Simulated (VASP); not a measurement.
A run of VASP 6.6.1:

The input POSCAR:

```
MgCu2
1.0
    0.0000000000      3.5299000000      3.5299000000
    3.5299000000      0.0000000000      3.5299000000
    3.5299000000      3.5299000000      0.0000000000
Mg Cu
2 4
Direct
    0.0000000000      0.0000000000      0.0000000000
    0.2500000000      0.2500000000      0.2500000000
    0.6250000000      0.6250000000      0.6250000000
    0.1250000000      0.6250000000      0.6250000000
    0.6250000000      0.6250000000      0.1250000000
    0.6250000000      0.1250000000      0.6250000000
```

INCAR.step1

```
  PREC = Accurate
  ENCUT = 520
  ISMEAR = 0
  SIGMA = 0.1
  LREAL = False
  LASPH = True
  NELM = 100
  NBANDS = 33
  GGA = PE
  ALGO = Normal
  EDIFF = 1E-4
  LWAVE = True
  LCHARG = False
```

The input INCAR.step2:

```
  PREC = Accurate
  ENCUT = 520
  EDIFF = 1E-7
  ISMEAR = 0
  SIGMA = 0.1
  LREAL = False
  LASPH = True
  NELM = 100
  ALGO = Normal
  ISIF = 2
  LWAVE = False
  LCHARG = True
  METAGGA = R2SCAN
  LMIXTAU = True
  LUSE_VDW = True
  IVDW_NL = 2
  BPARAM = 11.95
  CPARAM = 0.0093
  LELF = True
  LVHAR = True
  NBANDS = 33
  ISTART = 1
```

KPOINTS

```
regular mesh
0
Gamma
  4 4 4
```

Potentials or basis: VASP PAW PBE potentials, release 64 (Mg, Cu).

Run with:

```sh
$ cat potpaw_PBE.64/Mg/POTCAR potpaw_PBE.64/Cu/POTCAR > POTCAR
$ cp INCAR.step1 INCAR
$ mpirun -np 1 vasp_std > vasp.out
$ cp INCAR.step2 INCAR
$ mpirun -np 1 vasp_std > vasp.out
```

Hardware: 1 thread of AMD EPYC 7R43 64-Core Processor (Zen 3), with other jobs on the host.

Question: How long does it take, and how much memory?

Answer: Run time: 3.1 min on 1 thread of AMD EPYC 7R43 64-Core Processor (Zen 3), with other jobs on the host, peak memory 0.46 GiB. Counts: scf iterations 11, k points 8.
